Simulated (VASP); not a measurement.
```xyz
2
Lattice="3.5230 0.0000 0.0000 0.0000 3.5230 0.0000 0.0000 0.0000 3.5230" Properties=species:S:1:pos:R:3 pbc="T T T"
Nb     0.0000     0.0000     0.0000
P      1.7615     1.7615     1.7615
```

These are PBE GGA, VASP's PBE PAW potentials (set 64) (plane waves; VASP) values and carry that method's errors. Numerical set-up: 400 eV cut-off, 9×9×9 Γ-centred mesh, first-order Methfessel-Paxton smearing of 0.10 eV, potentials Nb_sv P.

Energy and stress use the plane-wave basis of the starting cell.

Question: The ions, cell shape and volume are relaxed. What does this cell relax into?

Answer: 
```xyz
2
Lattice="3.1075 0.0000 0.0000 0.0000 3.1075 0.0000 0.0000 0.0000 3.1075" Properties=species:S:1:pos:R:3 pbc="T T T"
Nb     0.0000     0.0000     0.0000
P      1.5537     1.5537     1.5537
```
Space group Pm-3m (221), at a tolerance of 0.03 Å.

Question: How do energy and volume change from the first to the last step?

Answer: The energy (σ→0) changes by -948.6 meV/atom and the volume by -31.4 %, in 5 ionic steps.

The structure was generated: NbP was put into the CsCl type type (Pm-3m), which need not be its known phase. This run relaxes it. Symmetry was kept, so distortions that lower it aren't found.
